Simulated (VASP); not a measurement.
Output of a VASP run:

File OSZICAR:
```
...
DAV:   5     0.167423136236E+01    0.57370E-05   -0.20006E-04  5861   0.127E-01    0.164E-02
DAV:   6     0.167423229929E+01    0.93693E-06   -0.11344E-05  3890   0.723E-02    0.423E-03
DAV:   7     0.167423219501E+01   -0.10428E-06   -0.45322E-06  4320   0.217E-02
   7 F= 0.16742322E+01 E0= 0.16742794E+01  d E =-.121676E-02
       N       E                     dE             d eps       ncg     rms          rms(c)
DAV:   1     0.166375542430E+01   -0.10477E-01   -0.22473E-01  4838   0.353E+00    0.649E-01
DAV:   2     0.167012819567E+01    0.63728E-02   -0.15643E-02  4332   0.212E+00    0.388E-01
DAV:   3     0.167399618162E+01    0.38680E-02   -0.48695E-03  5234   0.107E+00    0.284E-02
DAV:   4     0.167375632605E+01   -0.23986E-03   -0.25688E-03  4185   0.514E-01    0.223E-02
DAV:   5     0.167376098037E+01    0.46543E-05   -0.11057E-04  5759   0.962E-02    0.125E-02
DAV:   6     0.167376163508E+01    0.65471E-06   -0.68602E-06  3486   0.557E-02
   8 F= 0.16737616E+01 E0= 0.16737942E+01  d E =-.168732E-02
       N       E                     dE             d eps       ncg     rms          rms(c)
DAV:   1     0.167361036921E+01   -0.15061E-03   -0.34105E-03  4823   0.435E-01    0.797E-02
DAV:   2     0.167370812044E+01    0.97751E-04   -0.24171E-04  4353   0.265E-01    0.476E-02
DAV:   3     0.167376644062E+01    0.58320E-04   -0.72148E-05  5146   0.130E-01    0.374E-03
DAV:   4     0.167376270884E+01   -0.37318E-05   -0.39990E-05  4220   0.638E-02    0.277E-03
DAV:   5     0.167376281545E+01    0.10661E-06   -0.12768E-06  2383   0.128E-02
   9 F= 0.16737628E+01 E0= 0.16738004E+01  d E =-.168614E-02
       N       E                     dE             d eps       ncg     rms          rms(c)
DAV:   1     0.167373804328E+01   -0.24666E-04   -0.49715E-04  4854   0.168E-01    0.306E-02
DAV:   2     0.167375205963E+01    0.14016E-04   -0.37080E-05  4360   0.105E-01    0.184E-02
DAV:   3     0.167376100726E+01    0.89476E-05   -0.99098E-06  4334   0.515E-02    0.124E-03
DAV:   4     0.167376042264E+01   -0.58463E-06   -0.62071E-06  4066   0.255E-02
  10 F= 0.16737604E+01 E0= 0.16737962E+01  d E =-.168853E-02
       N       E                     dE             d eps       ncg     rms          rms(c)
DAV:   1     0.167109436532E+01   -0.26666E-02   -0.86565E-02  4425   0.295E+00    0.327E-01
DAV:   2     0.167303984610E+01    0.19455E-02   -0.99417E-03  4668   0.133E+00    0.145E-01
DAV:   3     0.167358436380E+01    0.54452E-03   -0.96257E-04  6018   0.316E-01    0.401E-02
DAV:   4     0.167364421326E+01    0.59849E-04   -0.15515E-04  4395   0.103E-01    0.493E-03
DAV:   5     0.167364472366E+01    0.51040E-06   -0.14506E-05  4605   0.403E-02    0.270E-03
DAV:   6     0.167364486929E+01    0.14563E-06   -0.70227E-07  2239   0.994E-03
  11 F= 0.16736449E+01 E0= 0.16736869E+01  d E =-.115553E-03
       N       E                     dE             d eps       ncg     rms          rms(c)
DAV:   1     0.167356813237E+01   -0.76591E-04   -0.26085E-03  4453   0.515E-01    0.565E-02
DAV:   2     0.167362602332E+01    0.57891E-04   -0.29873E-04  4661   0.230E-01    0.250E-02
DAV:   3     0.167364260339E+01    0.16580E-04   -0.28882E-05  6048   0.548E-02    0.690E-03
DAV:   4     0.167364455145E+01    0.19481E-05   -0.43426E-06  3443   0.177E-02    0.845E-04
DAV:   5     0.167364455362E+01    0.21664E-08   -0.51059E-07  2054   0.830E-03
  12 F= 0.16736446E+01 E0= 0.16736856E+01  d E =-.115869E-03
```

**OUTCAR**
```
------------------------ aborting loop because EDIFF is reached ----------------------------------------
  FORCE on cell =-STRESS in cart. coord.  units (eV):
  Direction    XX          YY          ZZ          XY          YZ          ZX
  --------------------------------------------------------------------------------------
  Total        0.0495708      0.0203774     -0.0006243      0.0000000     -0.0000000      0.0000000
  in kB        1.0128027      0.4163394     -0.0127552      0.0000000     -0.0000000      0.0000000
  external PRESSURE =       0.4721290 kB  Pullay stress =       0.0000000 kB
  volume of cell :       78.42
      direct lattice vectors                 reciprocal lattice vectors
     2.234008244 -3.834363310 -0.000000000     0.223812961 -0.130399746  0.000000000
     2.234008244  3.834363310  0.000000000     0.223812961  0.130399746 -0.000000000
     0.000000000  0.000000000  4.577242708     0.000000000 -0.000000000  0.218472138
 POSITION                                       TOTAL-FORCE (eV/Angst)
 -----------------------------------------------------------------------------------
      2.23401      2.64091      4.19950         0.000000      0.001592     -0.016223
      2.23401      1.19346      1.91088         0.000000     -0.001592     -0.016223
      2.23401     -1.19346      2.66636         0.000000      0.001592      0.016223
      2.23401     -2.64091      0.37774         0.000000     -0.001592      0.016223
 -----------------------------------------------------------------------------------
    total drift:                               -0.000000      0.000000      0.000000
  FREE ENERGIE OF THE ION-ELECTRON SYSTEM (eV)
  ---------------------------------------------------
  free  energy   TOTEN  =         1.6736445536 eV

  energy  without entropy=        1.6737675722  energy(sigma->0) =        1.67368556

 reached required accuracy - stopping structural energy minimisation
```
(Selected blocks of OUTCAR.)

**POSCAR**
```
Ga
1
    2.2393990667    -3.8000028085     0.0000000000
    2.2393990667     3.8000028085     0.0000000000
    0.0000000000     0.0000000000     4.4855005389
Ga
4
Direct
  0.1554682378   0.8445317622   0.9188527356
  0.3445317622   0.6554682378   0.4188527356
  0.6554682378   0.3445317622   0.5811472644
  0.8445317622   0.1554682378   0.0811472644
```

Write an INCAR and KPOINTS that could have produced this output.

This is not unique; one that fits is the input of the run itself, optB86b-vdW, plane waves, VASP's PBE PAW potentials (set 64).

**INCAR**
```
! general
SYSTEM  =Ga
PREC    =Accurate
ENCUT   =520
LREAL   =.FALSE.
LASPH   =.TRUE.   ! aspherical one-centre terms

! electronic loop
EDIFF   =1E-6
NELM    =100
ALGO    =Normal   ! blocked Davidson
LMAXMIX =4   ! l cut-off of mixed one-centre charges

! smearing
ISMEAR  =1   ! Methfessel-Paxton
SIGMA   =0.1   ! width (eV)

! functional
GGA     =MK
LUSE_VDW=.TRUE.
AGGAC   =0.0
PARAM1  =0.1234
PARAM2  =1.0

! ions
IBRION  =2   ! conjugate gradients
NSW     =60
ISIF    =3
EDIFFG  =-0.02   ! ionic stop

! output
LWAVE   =.FALSE.
LCHARG  =.FALSE.
```

### KPOINTS
```
Automatic mesh
0
Gamma
7 7 6
0 0 0
```

POTCAR, in this order: Ga_d (PBE.64 set). Program: vasp_std.

Energy and stress use the plane-wave basis of the starting cell.

The compound is Ga in the alpha structure. This run relaxes it. Symmetry was kept, so distortions that lower it aren't found. The start is the result of an earlier pass.
